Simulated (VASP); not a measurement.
Input for VASP

### KPOINTS
```
Automatic mesh
0
Gamma
13 13 13
0 0 0
```

**POSCAR**
```
Li
1.0
 -1.7281284345   1.7281284345   1.7281284345
  1.7281284345  -1.7281284345   1.7281284345
  1.7281284345   1.7281284345  -1.7281284345
Li
1
Cartesian
  0.0000000000   0.0000000000   0.0000000000
```

INCAR:
```
SYSTEM = Li
PREC = Accurate; ENCUT = 520; LREAL = F
LASPH = T
EDIFF = 1E-8; NELM = 100; ALGO = Normal
LMIXTAU = T
ISMEAR = 1; SIGMA = 0.1
METAGGA = R2SCAN
IBRION = 1; NSW = 30; ISIF = 2
EDIFFG = -0.001
LWAVE = F; LCHARG = F
```

POTCAR, in this order: Li_sv (PBE.64 set). Program: vasp_std.

Write an equivalent input for Ansatz.

One equivalent input (not run):
Ansatz 0.2 input:
```yaml
crystal:
  lattice:
    - [-1.7281284, 1.7281284, 1.7281284]
    - [1.7281284, -1.7281284, 1.7281284]
    - [1.7281284, 1.7281284, -1.7281284]
  atoms:
    - { symbol: Li, position: [0.0000000, 0.0000000, 0.0000000] }
kpoints:
  mp_grid: { grid: [13, 13, 13] }
hamiltonian:
  xc: r2scan
  pseudopotentials: { kind: paw }
scf:
  occupations: { method: methfessel_paxton, width: 0.1 }
  max_iter: 100
relax:
  max_steps: 30
  f_tol: 0.001
output: { forces: true, stress: true, eigenvalues: true }
```
Limits of the translation: each code has its own PAW files, so the cut-off isn't converted (ENCUT is set for VASP's; basis.ecutwfc is left out, and Ansatz then takes the one that its files recommend); Ansatz stops its SCF on the density residual and VASP on the energy change (EDIFF).

The compound is Li in the bcc structure. It was relaxed first. The start is the result of an earlier pass.
